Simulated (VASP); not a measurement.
A convergence study with VASP on SiC (zinc blende): one setting is varied, all else stays as given below, so the limit is that of these other settings.

```
CSi
1.0
    0.00000     2.18000     2.18000
    2.18000     0.00000     2.18000
    2.18000     2.18000     0.00000
Si C
1 1
Cartesian
  0.00000   0.00000   0.00000
  1.09000   1.09000   1.09000
```

Computed with PBE GGA, VASP's PBE PAW potentials (set 64) (plane waves; VASP 6.6.1). The tightest run used: 700 eV cut-off, 20×20×20 Γ-centred mesh, Gaussian smearing of 0.050 eV, potentials Si C.

```json
[
 {"setting": "1×1×1 mesh", "E (eV/atom)": "1.5765", "pressure (GPa)": "42.13", "irreducible k-points": "1"},
 {"setting": "2×2×2 mesh", "E (eV/atom)": "-6.2834", "pressure (GPa)": "11.33", "irreducible k-points": "3"},
 {"setting": "3×3×3 mesh", "E (eV/atom)": "-7.2799", "pressure (GPa)": "4.29", "irreducible k-points": "4"},
 {"setting": "4×4×4 mesh", "E (eV/atom)": "-7.4684", "pressure (GPa)": "3.11", "irreducible k-points": "8"}
]
```

Q: These are the cheaper rows. Estimate the results at 20×20×20 mesh, and how far the last row shown lies from them.

A: 
```csv
quantity,tightest run,last row shown is off by
E (eV/atom),-7.5314,0.0630
pressure (GPa),2.71,0.40
```

Left out are rungs that failed or repeat a setting and relaxations that didn't move; long series are thinned to 24 rows.

The compound is SiC in the zinc blende structure. The cell was not relaxed at this level.
